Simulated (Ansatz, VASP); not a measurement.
# Two plane-wave programs on Sn3Pb4CO12 (a cell with a defect)

```xyz
20
Lattice="0.0000 5.3593 5.3593 5.3593 0.0000 5.3593 5.3593 5.3593 0.0000" Properties=species:S:1:pos:R:3 pbc="T T T"
C     1.3398    1.3398    1.3398
Sn    1.3398    4.0195    4.0195
Sn    4.0195    4.0195    1.3398
Sn    4.0195    1.3398    4.0195
Pb    6.6991    6.6991    6.6991
Pb    6.6991    4.0195    4.0195
Pb    4.0195    4.0195    6.6991
Pb    4.0195    6.6991    4.0195
O     0.6932    2.4970    2.4970
O     5.2910    8.4723    5.2910
O     4.9260    2.7480    2.7480
O     5.5420    1.9865    5.5420
O     2.4970    0.6932    2.4970
O     5.2910    5.2910    8.4723
O     2.7480    4.9260    2.7480
O     5.5420    5.5420    1.9865
O     1.9865    5.5420    5.5420
O     2.4970    2.4970    0.6932
O     8.4723    5.2910    5.2910
O     2.7480    2.7480    4.9260
```

Alike in both runs: functional PBE; k mesh 3 × 3 × 3; occupations fermi-dirac, width 0.01 eV; no spin polarisation.

Ansatz relaxed the structure, and its values are those at the end. VASP's run is a single point on that final structure, the one shown.

|  | VASP | Ansatz |
| --- | --- | --- |
| version | VASP 6.6.1 | Ansatz 0.2.0 |
| potentials or method | VASP PAW PBE potentials, release 64 (C, Sn_d, Pb_d, O) | plane-wave PAW, scalar-relativistic |
| plane-wave cutoff (eV) | 520 | 420 |
| valence electrons in the cell | 174 | 174 |

VASP gave:

| Property | Result |
| --- | --- |
| pressure (GPa) | -8.2 |
| rms of the force components (eV/Å) | 0.014 |

Estimate Ansatz's values.

pressure (GPa): -8.3; rms of the force components (eV/Å): 0.011.

Ansatz warned: «gradients_without_spin_orbit».

Spin-orbit coupling is left out, which matters for the levels of Pb.
